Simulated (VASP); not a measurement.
# TiAl3 with r2SCAN + rVV10: from relaxation to properties, part 4 of 6

Wanted: the relaxed cell of TiAl3 and its properties. The start is a computed cell from the Materials Project.

VASP 6.6.1; r2SCAN with rVV10; plane waves and PAW (Ti_sv, Al).

Still holding for the runs below: This run has no spin polarisation. Its electron count is odd, so without a moment it is a metal by construction.

So far. Step 3 (Single point with fields (r2SCAN + rVV10)): In this run the pressure is -0.02 GPa, small enough to go on. Step 4 (Band structure (r2SCAN + rVV10)): There is no gap at this level.

### Step 5. Total and projected DOS (r2SCAN + rVV10)

Here the states are counted by energy and projected on the atoms. The mesh is finer than in the run before.

The input, INCAR:

```
SYSTEM = TiAl3
PREC = Accurate
ENCUT = 400
EDIFF = 1E-06
NELM = 100
ISMEAR = -5
SIGMA = 0.2
LREAL = .FALSE.
ALGO = Normal
METAGGA = R2SCAN
LUSE_VDW = .TRUE.
IVDW_NL = 2
BPARAM = 11.95
CPARAM = 0.0093
LASPH = .TRUE.
NBANDS = 24
LORBIT = 11
LWAVE = .FALSE.
LCHARG = .FALSE.
KPAR = 4
NEDOS = 2001
```

The input, POSCAR:

```
TiAl3
1.0
    0.0000000000     -3.8132887164      0.0000000000
   -3.8132887164      0.0000000000      0.0000000000
    1.9066443582     -1.9066443582     -4.2788394424
Ti Al
1 3
Direct
    0.0000000000      0.0000000000      0.0000000000
    0.5000000000      0.5000000000      0.0000000000
    0.7500000000      0.7500000000      0.5000000000
    0.2500000000      0.2500000000      0.5000000000
```

The input, KPOINTS:

```
Automatic mesh
0
Gamma
10 10 10
0 0 0
```

The projector-augmented-wave data sets are Ti_sv and Al (PBE family, release 64).

Launch:

```sh
mpirun -np 4 vasp_std
```

What it wrote:

```text
[... set-up lines as in an earlier step ...]
 entering main loop
       N       E                     dE             d eps       ncg     rms          rms(c)
Total rVV10 correction in eV:      0.4953401    27.5390959
Total rVV10 correction in eV:      0.4953401    27.5390959
Total rVV10 correction in eV:      0.4953401    27.5390959
Total rVV10 correction in eV:      0.4953401    27.5390959
DAV:   1     0.106248377588E+03    0.10625E+03   -0.77105E+03  4904   0.693E+02
DAV:   2    -0.316860356455E+02   -0.13793E+03   -0.13209E+03  5176   0.221E+02
DAV:   3    -0.393070186954E+02   -0.76210E+01   -0.75194E+01  6784   0.512E+01
DAV:   4    -0.395416484017E+02   -0.23463E+00   -0.23410E+00  5936   0.827E+00
DAV:   5    -0.395493754267E+02   -0.77270E-02   -0.77263E-02  6704   0.153E+00    0.131E+01
Total rVV10 correction in eV:      0.4742083    27.5390953
Total rVV10 correction in eV:      0.4742083    27.5390953
Total rVV10 correction in eV:      0.4742083    27.5390953
Total rVV10 correction in eV:      0.4742083    27.5390953
DAV:   6    -0.347539139960E+02    0.47955E+01   -0.10483E+01  5224   0.305E+01    0.578E+00
Total rVV10 correction in eV:      0.4785084    27.5390952
Total rVV10 correction in eV:      0.4785084    27.5390952
Total rVV10 correction in eV:      0.4785084    27.5390952
Total rVV10 correction in eV:      0.4785084    27.5390952
DAV:   7    -0.344675502922E+02    0.28636E+00   -0.31054E+00  5832   0.110E+01    0.339E+00
Total rVV10 correction in eV:      0.4738116    27.5390952
Total rVV10 correction in eV:      0.4738116    27.5390952
Total rVV10 correction in eV:      0.4738116    27.5390952
Total rVV10 correction in eV:      0.4738116    27.5390952
DAV:   8    -0.344462844773E+02    0.21266E-01   -0.46172E-01  7040   0.433E+00    0.120E+00
Total rVV10 correction in eV:      0.4741961    27.5390952
Total rVV10 correction in eV:      0.4741961    27.5390952
Total rVV10 correction in eV:      0.4741961    27.5390952
Total rVV10 correction in eV:      0.4741961    27.5390952
DAV:   9    -0.344264202698E+02    0.19864E-01   -0.71134E-02  5792   0.156E+00    0.330E-01
Total rVV10 correction in eV:      0.4745409    27.5390952
Total rVV10 correction in eV:      0.4745409    27.5390952
Total rVV10 correction in eV:      0.4745409    27.5390952
Total rVV10 correction in eV:      0.4745409    27.5390952
DAV:  10    -0.344265807883E+02   -0.16052E-03   -0.87401E-03  6000   0.657E-01    0.142E-01
Total rVV10 correction in eV:      0.4743807    27.5390952
Total rVV10 correction in eV:      0.4743807    27.5390952
Total rVV10 correction in eV:      0.4743807    27.5390952
Total rVV10 correction in eV:      0.4743807    27.5390952
DAV:  11    -0.344263417946E+02    0.23899E-03   -0.14431E-03  7200   0.249E-01    0.149E-02
Total rVV10 correction in eV:      0.4743558    27.5390952
Total rVV10 correction in eV:      0.4743558    27.5390952
Total rVV10 correction in eV:      0.4743558    27.5390952
Total rVV10 correction in eV:      0.4743558    27.5390952
DAV:  12    -0.344263341619E+02    0.76327E-05   -0.74650E-05  5696   0.558E-02    0.159E-02
Total rVV10 correction in eV:      0.4743458    27.5390952
Total rVV10 correction in eV:      0.4743458    27.5390952
Total rVV10 correction in eV:      0.4743458    27.5390952
Total rVV10 correction in eV:      0.4743458    27.5390952
DAV:  13    -0.344263342296E+02   -0.67739E-07   -0.36784E-06  6056   0.122E-02
Total rVV10 correction in eV:      0.4743777    27.5390952
Total rVV10 correction in eV:      0.4743777    27.5390952
Total rVV10 correction in eV:      0.4743777    27.5390952
Total rVV10 correction in eV:      0.4743777    27.5390952
Total rVV10 correction in eV:      0.4743529    27.5390952
Total rVV10 correction in eV:      0.4743529    27.5390952
Total rVV10 correction in eV:      0.4743529    27.5390952
Total rVV10 correction in eV:      0.4743529    27.5390952
   1 F= -.34426334E+02 E0= -.34426334E+02  d E =0.000000E+00
 -----------------------------------------------------------------------------
|                                                                             |
|           W    W    AA    RRRRR   N    N  II  N    N   GGGG   !!!           |
|           W    W   A  A   R    R  NN   N  II  NN   N  G    G  !!!           |
|           W    W  A    A  R    R  N N  N  II  N N  N  G       !!!           |
|           W WW W  AAAAAA  RRRRR   N  N N  II  N  N N  G  GGG   !            |
|           WW  WW  A    A  R   R   N   NN  II  N   NN  G    G                |
|           W    W  A    A  R    R  N    N  II  N    N   GGGG   !!!           |
|                                                                             |
|     Tetrahedron method does not include variations of the Fermi             |
|     occupations, so forces and stress will be inaccurate. We suggest        |
|     using a different smearing scheme ISMEAR = 1 or 2 for metals in         |
|     relaxations.                                                            |
|                                                                             |
 -----------------------------------------------------------------------------
```

It took 69 s on 4 MPI ranks of Intel Xeon 6975P-C (Granite Rapids), shared host; peak memory 1.4 GiB.

Parts of OUTCAR (step 5):

```text
   k-points           NKPTS =    102   k-points in BZ     NKDIM =    102   number of bands    NBANDS=     24

   NELECT =      21.0000    total number of electrons

 E-fermi :   8.3799

 k-point     1 :       0.0000    0.0000    0.0000
  band No.  band energies     occupation
    ...
      6       5.4136      2.00000
      7       5.4886      2.00000
      8       6.9336      2.00000
      9       7.0925      2.00000
     10       7.0925      2.00000
     11       9.2802      0.00000
     12      10.1845      0.00000
     13      10.1845      0.00000
     14      10.5910      0.00000
     15      11.3319      0.00000
    ...

  Total        0.0803061      0.0803061     -0.0561286      0.0000000      0.0000000      0.0000000
  in kB        2.0679206      2.0679206     -1.4453391      0.0000000      0.0000000      0.0000000
  external PRESSURE =       0.8968340 kB  Pullay stress =       0.0000000 kB

 POSITION                                       TOTAL-FORCE (eV/Angst)
 -----------------------------------------------------------------------------------
      0.00000      0.00000      0.00000         0.000000     -0.000000      0.000000
     -1.90664     -1.90664      0.00000         0.000000     -0.000000      0.000000
     -1.90664     -3.81329     -2.13942         0.000000      0.000000      0.000000
      0.00000     -1.90664     -2.13942        -0.000000      0.000000      0.000000
 -----------------------------------------------------------------------------------
    total drift:                                0.000000     -0.000000      0.000000

  FREE ENERGIE OF THE ION-ELECTRON SYSTEM (eV)
  ---------------------------------------------------
  free  energy   TOTEN  =       -34.4263342296 eV

  energy  without entropy=      -34.4263342296  energy(sigma->0) =      -34.42633423

[... 6 parts as in an earlier step ...]

[... 10 further parts left out ...]
```

With tetrahedra the forces and stress of a metal are not exact derivatives of the energy.

This step gave:

```
irreducible k-points   : 102
Fermi energy           : 8.380 eV
pressure               : 0.08968 GPa
DOS at the Fermi level : 1.560 states/eV/cell
```

The density of states has structure finer than the step of the table below, so its rows give means over 1 eV, whole bins alone (the curve runs from -12.0 to 4.09 eV). Peaks (eV: height): total -1.1: 3.76, 2.1: 6.19, 3.8: 3.65; Ti d -0.4: 1.12, 2.1: 3.78, 3.2: 1.31, 3.8: 1.54; Al p -1.1: 0.458, 2.1: 0.246, 3.0: 0.168, 3.8: 0.172; Al s -7.9: 0.196, -6.8: 0.213, -4.8: 0.206, 3.8: 0.348; Ti p -1.8: 0.0559, 2.1: 0.0599, 2.4: 0.0601, 3.8: 0.0611.

States under -12.0 eV and over 4.1 eV are left out. Density of states against energy, zero at the Fermi level; means over each step; values in states/eV/cell:

| energy (eV) | total | Ti d | Al p | Al s | Ti p | Ti s |
| --- | --- | --- | --- | --- | --- | --- |
| -11 | 0.0225 | 0 | 8.7e-5 | 0.00563 | 5.0e-5 | 9.9e-4 |
| -10 | 0.327 | 2.4e-4 | 0.00476 | 0.0793 | 0.00230 | 0.0123 |
| -9 | 0.579 | 0.00202 | 0.0172 | 0.134 | 0.00829 | 0.0146 |
| -8 | 0.734 | 0.00691 | 0.0327 | 0.160 | 0.0139 | 0.0124 |
| -7 | 0.865 | 0.0206 | 0.0552 | 0.166 | 0.0150 | 0.0151 |
| -6 | 0.832 | 0.0320 | 0.0681 | 0.140 | 0.0125 | 0.0117 |
| -5 | 1.12 | 0.0547 | 0.102 | 0.159 | 0.0205 | 0.0253 |
| -4 | 1.24 | 0.0873 | 0.142 | 0.124 | 0.0242 | 0.0287 |
| -3 | 1.38 | 0.141 | 0.170 | 0.103 | 0.0345 | 0.0224 |
| -2 | 2.04 | 0.355 | 0.252 | 0.0973 | 0.0503 | 0.0155 |
| -1 | 2.77 | 0.845 | 0.311 | 0.0598 | 0.0386 | 0.0108 |
| 0 | 1.74 | 0.824 | 0.125 | 0.0191 | 0.00944 | 0.00439 |
| 1 | 1.05 | 0.559 | 0.0563 | 0.00918 | 0.00947 | 0.00713 |
| 2 | 3.77 | 1.99 | 0.195 | 0.0583 | 0.0500 | 0.0658 |
| 3 | 1.99 | 0.841 | 0.109 | 0.105 | 0.0363 | 0.0360 |

The finer mesh and the other smearing move the Fermi level by -0.03 eV from the 7×7×7 run, a small shift, which tests the Fermi level alone. Of the states within 0.3 eV of the Fermi level, the largest shares in the PAW spheres are Ti d 48 % and Al p 7 %. The rest lies in smaller channels or between the spheres.

### Step 6. Independent-particle dielectric function (r2SCAN + rVV10)

LOPTICS sums transitions from filled to empty bands. NBANDS is raised for it.

INCAR, as its differences from that of step 5:

```diff
@@ -5,3 +5,3 @@
 NELM = 100
-ISMEAR = -5
+ISMEAR = 1
 SIGMA = 0.2
@@ -15,3 +15,3 @@
 LASPH = .TRUE.
-NBANDS = 24
+NBANDS = 42
 LORBIT = 11
@@ -20,2 +20,4 @@
 KPAR = 4
-NEDOS = 2001
+LOPTICS = .TRUE.
+NEDOS = 1500
+CSHIFT = 0.1
```

POSCAR is that of step 5.

KPOINTS is that of step 5.

Launch:

```sh
mpirun -np 4 vasp_std
```

What it wrote:

```text
[... set-up lines as in an earlier step ...]
 entering main loop
       N       E                     dE             d eps       ncg     rms          rms(c)
Total rVV10 correction in eV:      0.4953401    27.5390959
Total rVV10 correction in eV:      0.4953401    27.5390959
Total rVV10 correction in eV:      0.4953401    27.5390959
Total rVV10 correction in eV:      0.4953401    27.5390959
DAV:   1     0.117371203720E+03    0.11737E+03   -0.64081E+03  8576   0.397E+02
DAV:   2    -0.289712543297E+02   -0.14634E+03   -0.13641E+03  9250   0.138E+02
DAV:   3    -0.392864286051E+02   -0.10315E+02   -0.10085E+02 10356   0.377E+01
DAV:   4    -0.395491237229E+02   -0.26270E+00   -0.26202E+00 10030   0.605E+00
DAV:   5    -0.395542476551E+02   -0.51239E-02   -0.51232E-02 10330   0.858E-01    0.131E+01
Total rVV10 correction in eV:      0.4741810    27.5390953
Total rVV10 correction in eV:      0.4741810    27.5390953
Total rVV10 correction in eV:      0.4741810    27.5390953
Total rVV10 correction in eV:      0.4741810    27.5390953
DAV:   6    -0.347739380720E+02    0.47803E+01   -0.77009E+00  9426   0.174E+01    0.576E+00
Total rVV10 correction in eV:      0.4785104    27.5390952
Total rVV10 correction in eV:      0.4785104    27.5390952
Total rVV10 correction in eV:      0.4785104    27.5390952
Total rVV10 correction in eV:      0.4785104    27.5390952
DAV:   7    -0.344726165552E+02    0.30132E+00   -0.27458E+00 10466   0.601E+00    0.342E+00
Total rVV10 correction in eV:      0.4738177    27.5390952
Total rVV10 correction in eV:      0.4738177    27.5390952
Total rVV10 correction in eV:      0.4738177    27.5390952
Total rVV10 correction in eV:      0.4738177    27.5390952
DAV:   8    -0.344475705075E+02    0.25046E-01   -0.40912E-01 11504   0.248E+00    0.129E+00
Total rVV10 correction in eV:      0.4741801    27.5390952
Total rVV10 correction in eV:      0.4741801    27.5390952
Total rVV10 correction in eV:      0.4741801    27.5390952
Total rVV10 correction in eV:      0.4741801    27.5390952
DAV:   9    -0.344266481776E+02    0.20922E-01   -0.67251E-02  9744   0.925E-01    0.334E-01
Total rVV10 correction in eV:      0.4745355    27.5390952
Total rVV10 correction in eV:      0.4745355    27.5390952
Total rVV10 correction in eV:      0.4745355    27.5390952
Total rVV10 correction in eV:      0.4745355    27.5390952
DAV:  10    -0.344267695940E+02   -0.12142E-03   -0.70972E-03 10604   0.394E-01    0.138E-01
Total rVV10 correction in eV:      0.4743606    27.5390952
Total rVV10 correction in eV:      0.4743606    27.5390952
Total rVV10 correction in eV:      0.4743606    27.5390952
Total rVV10 correction in eV:      0.4743606    27.5390952
DAV:  11    -0.344266023773E+02    0.16722E-03   -0.14758E-03 10840   0.156E-01    0.295E-02
Total rVV10 correction in eV:      0.4743532    27.5390952
Total rVV10 correction in eV:      0.4743532    27.5390952
Total rVV10 correction in eV:      0.4743532    27.5390952
Total rVV10 correction in eV:      0.4743532    27.5390952
DAV:  12    -0.344265891518E+02    0.13225E-04   -0.83491E-05  9746   0.302E-02    0.156E-02
Total rVV10 correction in eV:      0.4743462    27.5390952
Total rVV10 correction in eV:      0.4743462    27.5390952
Total rVV10 correction in eV:      0.4743462    27.5390952
Total rVV10 correction in eV:      0.4743462    27.5390952
DAV:  13    -0.344265902973E+02   -0.11455E-05   -0.30771E-06  9826   0.680E-03    0.503E-03
Total rVV10 correction in eV:      0.4743459    27.5390952
Total rVV10 correction in eV:      0.4743459    27.5390952
Total rVV10 correction in eV:      0.4743459    27.5390952
Total rVV10 correction in eV:      0.4743459    27.5390952
DAV:  14    -0.344265898698E+02    0.42752E-06   -0.14476E-06  6680   0.370E-03
Total rVV10 correction in eV:      0.4743397    27.5390952
Total rVV10 correction in eV:      0.4743397    27.5390952
Total rVV10 correction in eV:      0.4743397    27.5390952
Total rVV10 correction in eV:      0.4743397    27.5390952
Total rVV10 correction in eV:      0.4743427    27.5390952
Total rVV10 correction in eV:      0.4743427    27.5390952
Total rVV10 correction in eV:      0.4743427    27.5390952
Total rVV10 correction in eV:      0.4743427    27.5390952
   1 F= -.34426590E+02 E0= -.34427517E+02  d E =0.278182E-02
 optical routines
 imaginary and real dielectric function
 direction            1
 direction            2
 direction            3
```

Elapsed: 1.8 min, on 4 MPI ranks; peak memory 1.5 GiB; 6.8 min of CPU time.

From OUTCAR (step 6):

```text
   k-points           NKPTS =    102   k-points in BZ     NKDIM =    102   number of bands    NBANDS=     42

   NELECT =      21.0000    total number of electrons

 E-fermi :   8.3925

 k-point     1 :       0.0000    0.0000    0.0000
  band No.  band energies     occupation
    ...
      6       5.4134      2.00000
      7       5.4888      2.00000
      8       6.9322      2.00000
      9       7.0924      2.00000
     10       7.0924      2.00000
     11       9.2794     -0.00000
     12      10.1837     -0.00000
     13      10.1837     -0.00000
     14      10.5918     -0.00000
     15      11.3328     -0.00000
    ...

  Total        0.0652562      0.0652562     -0.1388489      0.0000000     -0.0000000     -0.0000000
  in kB        1.6803790      1.6803790     -3.5754237      0.0000000     -0.0000000     -0.0000000
  external PRESSURE =      -0.0715552 kB  Pullay stress =       0.0000000 kB

 POSITION                                       TOTAL-FORCE (eV/Angst)
 -----------------------------------------------------------------------------------
      0.00000      0.00000      0.00000         0.000000      0.000000      0.000000
     -1.90664     -1.90664      0.00000         0.000000      0.000000      0.000000
     -1.90664     -3.81329     -2.13942        -0.000000     -0.000000      0.000000
      0.00000     -1.90664     -2.13942         0.000000     -0.000000     -0.000000
 -----------------------------------------------------------------------------------
    total drift:                                0.000000     -0.000000      0.000000

  FREE ENERGIE OF THE ION-ELECTRON SYSTEM (eV)
  ---------------------------------------------------
  free  energy   TOTEN  =       -34.4265898698 eV

  energy  without entropy=      -34.4293716927  energy(sigma->0) =      -34.42751714

 plasma frequency squared (from intraband transitions) (eV^2)
  --------------------------------------------------------------------------------------
      22.790       0.000      -0.000
       0.000      22.790       0.000
      -0.000       0.000      10.949

[... 7 parts as in an earlier step ...]

[... 9 further parts left out ...]
```

These are independent-particle spectra without excitons or local fields, and fine structure depends on the mesh and on CSHIFT. The intraband (Drude) part is not in this spectrum.

This step gave:

```
SCF cycles   : 14
bands        : 42
Fermi energy : 8.393 eV
pressure     : -0.007156 GPa
```

The imaginary dielectric function has structure finer than the step of the table below, so its rows give means over 0.5 eV, whole bins alone (the curve runs from 0 to 25.0 eV). Peaks (eV: height): xx 0.50: 23.6, 2.29: 26.5, 4.79: 20.2; zz 0.36: 25.2, 2.00: 35.2, 5.01: 23.2.

Table of imaginary dielectric function by photon energy; means over each step:

| photon energy (eV) | xx | zz |
| --- | --- | --- |
| 0.5 | 20.3 | 20.2 |
| 1.0 | 16.9 | 10.9 |
| 1.5 | 13.9 | 20.1 |
| 2.0 | 20.5 | 31.6 |
| 2.5 | 25.4 | 21.9 |
| 3.0 | 21.7 | 21.5 |
| 3.5 | 21.1 | 13.9 |
| 4.0 | 17.0 | 13.7 |
| 4.5 | 17.8 | 18.7 |
| 5.0 | 17.0 | 22.6 |
| 5.5 | 12.0 | 14.9 |
| 6.0 | 7.29 | 9.00 |
| 6.5 | 5.19 | 4.90 |
| 7.0 | 3.59 | 2.98 |
| 7.5 | 2.49 | 1.91 |
| 8.0 | 1.56 | 1.43 |
| 8.5 | 1.18 | 1.19 |
| 9.0 | 0.982 | 0.860 |
| 9.5 | 0.858 | 0.742 |
| 10.0 | 0.852 | 0.674 |
| 10.5 | 0.597 | 0.452 |
| 11.0 | 0.412 | 0.406 |
| 11.5 | 0.328 | 0.387 |
| 12.0 | 0.275 | 0.321 |
| 12.5 | 0.255 | 0.295 |
| 13.0 | 0.259 | 0.218 |
| 13.5 | 0.241 | 0.196 |
| 14.0 | 0.177 | 0.183 |
| 14.5 | 0.154 | 0.161 |
| 15.0 | 0.141 | 0.152 |
| 15.5 | 0.132 | 0.139 |
| 16.0 | 0.122 | 0.122 |
| 16.5 | 0.120 | 0.100 |
| 17.0 | 0.131 | 0.102 |
| 17.5 | 0.119 | 0.0940 |
| 18.0 | 0.118 | 0.0782 |
| 18.5 | 0.0902 | 0.0726 |
| 19.0 | 0.0932 | 0.0728 |
| 19.5 | 0.0827 | 0.0699 |
| 20.0 | 0.0835 | 0.0623 |
| 20.5 | 0.0771 | 0.0585 |
| 21.0 | 0.0744 | 0.0498 |
| 21.5 | 0.0723 | 0.0556 |
| 22.0 | 0.0704 | 0.0508 |
| 22.5 | 0.0643 | 0.0495 |
| 23.0 | 0.0599 | 0.0523 |
| 23.5 | 0.0588 | 0.0555 |
| 24.0 | 0.0600 | 0.0496 |
| 24.5 | 0.0635 | 0.0502 |

The real dielectric function by photon energy:

| photon energy (eV) | xx | zz |
| --- | --- | --- |
| 0 | 47.8 | 49.4 |
| 1 | 22.1 | 25.0 |
| 2 | 23.1 | 14.4 |
| 3 | 6.36 | 2.45 |
| 4 | -0.784 | 3.54 |
| 5 | -8.25 | -3.63 |
| 6 | -9.03 | -10.9 |
| 7 | -6.54 | -7.46 |
| 8 | -4.47 | -4.51 |
| 9 | -2.95 | -3.08 |
| 10 | -2.13 | -2.27 |
| 11 | -1.55 | -1.49 |
| 12 | -1.01 | -1.04 |
| 13 | -0.650 | -0.732 |
| 14 | -0.442 | -0.453 |
| 15 | -0.197 | -0.241 |
| 16 | -0.0209 | -0.0754 |
| 17 | 0.118 | 0.0769 |
| 18 | 0.201 | 0.177 |
| 19 | 0.297 | 0.281 |
| 20 | 0.382 | 0.363 |
| 21 | 0.449 | 0.440 |
| 22 | 0.504 | 0.495 |
| 23 | 0.561 | 0.562 |
| 24 | 0.611 | 0.603 |

[end of part 4 of 6]

[Lines on the potential files, build, host, timing and source positions are cut from VASP's logs without a mark.]

[Logs are printed without paths, hosts, clocks, repeated set-up lines and the standing remarks that a program may print on its own settings, such as how far it seeks lower states.]

[Hosts, paths, dates, database ids (printed as entryN), source tags and the programs' standing remarks are cut or masked in the printed files.]

[A measured line is paired with the nearest computed mode of its activity, which favours agreement.]
